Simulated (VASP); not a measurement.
Given:

```xyz
1
Lattice="-1.6394 1.6394 1.6394 1.6394 -1.6394 1.6394 1.6394 1.6394 -1.6394" Properties=species:S:1:pos:R:3 pbc="T T T"
Mo     0.0000     0.0000     0.0000
```

The numbers are results of r2SCAN meta-GGA, VASP's PBE PAW potentials (set 64) (plane waves; VASP), not measurements. Numerical set-up: 480 eV cut-off, 16×16×16 Γ-centred mesh, first-order Methfessel-Paxton smearing of 0.10 eV, potentials Mo_sv.

### Question
Give the stress tensor in GPa (positive for a compressed cell).

### Answer

```
-24.73    0.00    0.00
  0.00  -24.73    0.00
  0.00    0.00  -24.73
```
The pressure is its mean diagonal, -24.73 GPa.

The compound is Mo in the bcc structure. This cell was strained or had an atom moved on purpose.
